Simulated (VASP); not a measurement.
A convergence study with VASP on CeO$_{2}$ (fluorite): one setting is varied, all else stays as given below, so the limit is that of these other settings. Each run relaxes cell and ions from the cell shown.

```yaml
crystal:
  lattice:
    - [0.00000, 2.70500, 2.70500]
    - [2.70500, 0.00000, 2.70500]
    - [2.70500, 2.70500, 0.00000]
  atoms:
    - { symbol: Ce, position: [0.00000, 0.00000, 0.00000] }
    - { symbol: O, position: [0.25000, 0.25000, 0.25000] }
    - { symbol: O, position: [0.75000, 0.75000, 0.75000] }
```

Computed with LDA (Ceperley-Alder, Perdew-Zunger), VASP's LDA PAW potentials (set 64) (plane waves; VASP 6.6.1). The tightest run used: 700 eV cut-off, 11×11×11 Γ-centred mesh, Gaussian smearing of 0.050 eV, potentials Ce O.

Gaps are read on the run's mesh, which can miss a band edge.

Q: The settings run are 2×2×2 mesh; 3×3×3 mesh; 4×4×4 mesh; 5×5×5 mesh; 6×6×6 mesh; 7×7×7 mesh; 8×8×8 mesh; 9×9×9 mesh; 10×10×10 mesh; 11×11×11 mesh. From which on does the relaxed volume stay within 0.05 Å³/atom of the tightest run?

A: From 3×3×3 mesh on: it is off by 0.004 there and by no more than 0.05 in any finer run, while 2×2×2 mesh is off by 0.211.
```
setting        relaxed volume (Å³/atom)  E (eV/atom)  gap on the mesh (eV)  irreducible k-points  difference judged (Å³/atom)
-------------  ------------------------  -----------  --------------------  --------------------  ---------------------------
2×2×2 mesh                       13.054      -9.5443                 2.657                     3                        0.211
3×3×3 mesh                       12.839      -9.6207                 2.138                     4                        0.004
4×4×4 mesh                       12.841      -9.6224                 1.948                     8                        0.002
5×5×5 mesh                       12.841      -9.6227                 2.127                    10                        0.002
6×6×6 mesh                       12.840      -9.6226                 2.068                    16                        0.003
7×7×7 mesh                       12.840      -9.6226                 1.972                    20                        0.003
8×8×8 mesh                       12.840      -9.6227                 1.948                    29                        0.003
9×9×9 mesh                       12.841      -9.6227                 2.012                    35                        0.002
10×10×10 mesh                    12.843      -9.6227                 1.964                    47                        0.000
11×11×11 mesh                    12.843      -9.6226                 1.947                    56                        0.000
```

Left out are rungs that failed or repeat a setting and relaxations that didn't move; long series are thinned to 24 rows.

The compound is CeO2 in the fluorite structure. The run is not spin-polarised, so no magnetic state was tried.
